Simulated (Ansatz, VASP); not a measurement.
## Two plane-wave programs on BiAs

```xyz
2
Lattice="0.0000 2.3941 2.3941 2.3941 0.0000 2.3941 2.3941 2.3941 0.0000" Properties=species:S:1:pos:R:3 pbc="T T T"
Bi    0.0000    0.0000    0.0000
As    2.3941    2.3941    2.3941
```

Change from the starting cell: volume scaled by 0.5, PAW files.

Alike in both runs: task single point; functional PBE; k mesh 13 × 13 × 13; occupations fermi-dirac, width 0.05 eV; no spin polarisation.

|  | VASP | Ansatz |
| --- | --- | --- |
| version | VASP 6.6.1 | Ansatz 0.2.0 |
| potentials or method | VASP PAW PBE potentials, release 64 (Bi_d, As) | PAW with Ansatz's default frozen-core files, scalar-relativistic |
| plane-wave cutoff (eV) | 520 | 420 |
| valence electrons in the cell | 20 | 30 |

|  | VASP | Ansatz | Ansatz less VASP |
| --- | --- | --- | --- |
| pressure (GPa) | 200.8 | 198.7 | -2.05 |

The functional is the same, so the differences come from potentials, cutoffs and numerics. The two sets of potentials don't hold the same shells in valence.

Caveats: the cell as given lies far from equilibrium; so large a pressure means that the cell lies far from this level's equilibrium, or that cutoff or potentials fall short (VASP).
